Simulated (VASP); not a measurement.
**Si7B: relaxation of cell and atoms with PBE**

Crystal: Si7B.

```xyz
8
Lattice="4.3387 0.0000 0.0000 -2.1693 3.7574 0.0000 0.0000 0.0000 7.1323" Properties=species:S:1:pos:R:3 pbc="T T T"
Si    1.1425    1.8453    2.6875
Si    2.1693    0.0667    2.6875
Si    3.1962    1.8453    2.6875
Si    1.1425    1.8453    4.4448
Si    2.1693    0.0667    4.4448
Si    3.1962    1.8453    4.4448
Si    0.0000    2.5049    0.0000
B     0.0000    0.0000    3.5661
```

The cell was built by a generator and needn't be a form met in nature.

- Program: VASP 6.6.1
- Task: relaxation of cell and atoms
- Functional: PBE
- Potentials or basis: VASP PAW PBE potentials, release 64 (Si, B)
- Cutoff: 520 eV
- k mesh: 5 × 5 × 3
- Occupations: gaussian, width 0.15 eV
- Spin: no spin polarisation
- Further INCAR settings: PREC = Normal; ALGO = Fast; EDIFF = 0.0001; IBRION = 2; EDIFFG = -0.08; NSW = 24; ISIF = 3

```json
{"Relaxed volume": "17.66 Å³/atom", "Relaxed cell": "a = 5.054 Å, b = 5.054 Å, c = 6.386 Å, α = 90.00°, β = 90.00°, γ = 120.00°", "Space group after relaxing (to 0.05 Å)": "P-6m2 (No. 187)", "Energy gained by relaxing": "2471.0 meV/atom", "Ionic steps": "14", "Pressure after relaxing": "-0.1 GPa", "Largest force after relaxing": "0.076 eV/Å", "Band gap on the k mesh": "none (metal or under the smearing width)"}
```

Forces in eV/Å, atoms in the order of the input:
```
Si  -0.054  0.031 -0.044
Si   0.000 -0.062 -0.044
Si   0.054  0.031 -0.044
Si  -0.054  0.031  0.044
Si   0.000 -0.062  0.044
Si   0.054  0.031  0.044
Si   0.000  0.000  0.000
B    0.000  0.000  0.000
```

Stress tensor (GPa, compression positive):
```
 0.02  0.00  0.00
 0.00  0.02  0.00
 0.00  0.00 -0.26
```

The path:
```csv
step,energy change (eV),largest force (eV/Å),pressure (GPa),volume (Å³)
1,0.0000,19.8577,80.29,116.27
2,-9.6597,2.1303,-3.73,282.80
3,-10.5548,2.3281,-4.03,271.13
4,-11.0719,2.4225,-4.27,259.72
5,-15.4415,2.7208,-2.44,179.03
6,-16.7001,1.5448,6.42,145.54
7,-18.3564,0.8780,-5.99,161.64
8,-18.3562,0.8488,-5.80,161.17
9,-19.2435,0.1558,-4.12,151.34
10,-19.6307,0.7520,-0.19,143.04
11,-19.7180,0.5285,0.92,140.50
12,-19.7180,0.5289,0.94,140.43
13,-19.7636,0.1577,-0.32,141.52
14,-19.7682,0.0765,-0.07,141.26
```

Final structure:
```xyz
8
Lattice="5.0537 0.0000 0.0000 -2.5268 4.3766 0.0000 0.0000 0.0000 6.3865" Properties=species:S:1:pos:R:3 pbc="T T T"
Si    1.2929    2.1713    1.9769
Si    2.5268    0.0341    1.9769
Si    3.7608    2.1713    1.9769
Si    1.2929    2.1713    4.4096
Si    2.5268    0.0341    4.4096
Si    3.7608    2.1713    4.4096
Si    0.0000    2.9177    0.0000
B     0.0000    0.0000    3.1932
```

Levels at points of the mesh, in eV from the Fermi level:
| k point | band 12 | band 13 | band 14 | band 15 | band 16 | band 17 | band 18 | band 19 |
| --- | --- | --- | --- | --- | --- | --- | --- | --- |
| (0.00, 0.00, 0.00) | -3.19 | -2.13 | -2.13 | -1.57 | -1.57 | -0.97 | -0.62 | 1.60 |

It took 71 s on 1 thread of Intel(R) Xeon(R) Platinum 8488C (Sapphire Rapids), on a shared host, peak memory 0.17 GiB.

Caveat: the volume moved by over 15 % at a fixed basis, so the end points are rough; the relaxation stopped at a loose force limit of 0.08 eV/Å, so its end isn't a converged minimum.
